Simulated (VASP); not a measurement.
Data:

```xyz
2
Lattice="1.3650 -2.3642 0.0000 1.3650 2.3642 0.0000 0.0000 0.0000 4.3200" Properties=species:S:1:pos:R:3 pbc="T T T"
Os     1.3650     0.7881     1.0800
Os     1.3650    -0.7881     3.2400
```

These are LDA (Ceperley-Alder, Perdew-Zunger), VASP's LDA PAW potentials (set 64) (plane waves; VASP 6.6.1) values and carry that method's errors. Numerical set-up: 520 eV cut-off, 14×14×8 Γ-centred mesh, first-order Methfessel-Paxton smearing of 0.10 eV, potentials Os.

Question: The ions, cell shape and volume are relaxed. Predict the relaxed structure.

Answer: 
```xyz
2
Lattice="1.3598 -2.3552 0.0000 1.3598 2.3552 0.0000 0.0000 0.0000 4.2870" Properties=species:S:1:pos:R:3 pbc="T T T"
Os     1.3598     0.7851     1.0718
Os     1.3598    -0.7851     3.2153
```
Space group P6_3/mmc (194), at a tolerance of 0.03 Å.

Question: How do energy and volume change from the first to the last step?

Answer: The energy (σ→0) changes by -4.9 meV/atom and the volume by -1.5 %, in 10 ionic steps.

The compound is Os in the hcp structure. This run relaxes it. Symmetry was kept, so distortions that lower it aren't found.
